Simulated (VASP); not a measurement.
Consider the following.

```
CELL_PARAMETERS angstrom
     -2.87288     2.87288     4.82646
      2.87288    -2.87288     4.82646
      2.87288     2.87288    -4.82646
ATOMIC_POSITIONS crystal
  Ge 0.75000 0.25000 0.50000
  Ge 0.00000 0.00000 0.00000
  Se 0.62115 0.62500 0.49615
  Se 0.37500 0.87115 0.99615
  Se 0.12885 0.12500 0.50385
  Se 0.87500 0.37885 0.00385
```

All values below come from PBEsol GGA with spin-orbit coupling, VASP's PBE PAW potentials (set 64) (plane waves; VASP). Numerical set-up: 400 eV cut-off, 5×5×5 Γ-centred mesh, Gaussian smearing of 0.050 eV, potentials Ge_d Se.

Q: Give the energies of bands 45 to 58 at the high-symmetry points, in eV from the valence-band maximum.

A: 
```
band      Γ      X      P      N      M      S      R
----  -----  -----  -----  -----  -----  -----  -----
45    -2.18  -1.17  -0.97  -1.50  -2.14  -1.86  -1.37
46    -2.18  -1.17  -0.97  -1.50  -2.14  -1.81  -1.37
47    -0.60  -1.05  -0.91  -1.24  -2.14  -1.15  -1.22
48    -0.60  -1.05  -0.83  -1.24  -2.14  -1.11  -1.22
49    -0.29  -0.40  -0.79  -0.87  -0.71  -1.06  -0.61
50    -0.29  -0.40  -0.79  -0.87  -0.71  -1.01  -0.61
51     0.00  -0.33  -0.75  -0.47  -0.71  -0.35  -0.53
52     0.00  -0.33  -0.75  -0.47  -0.71  -0.29  -0.53
53     1.51   1.51   1.77   2.12   1.23   1.57   1.77
54     1.51   1.51   1.86   2.12   1.23   1.66   1.77
55     1.90   1.64   1.86   2.37   1.23   1.95   1.88
56     1.90   1.64   1.93   2.37   1.23   1.98   1.88
57     2.09   3.42   3.37   3.57   2.49   2.73   3.56
58     2.09   3.42   3.38   3.57   2.49   2.74   3.57
```

The gap is indirect, 1.23 eV, from the valence maximum at Γ to the conduction minimum at M.

The structure comes from a computed database's GeSe2 entry (I-42d); how it stands against other phases isn't given here. It was relaxed first, which changed the volume by -6 %.
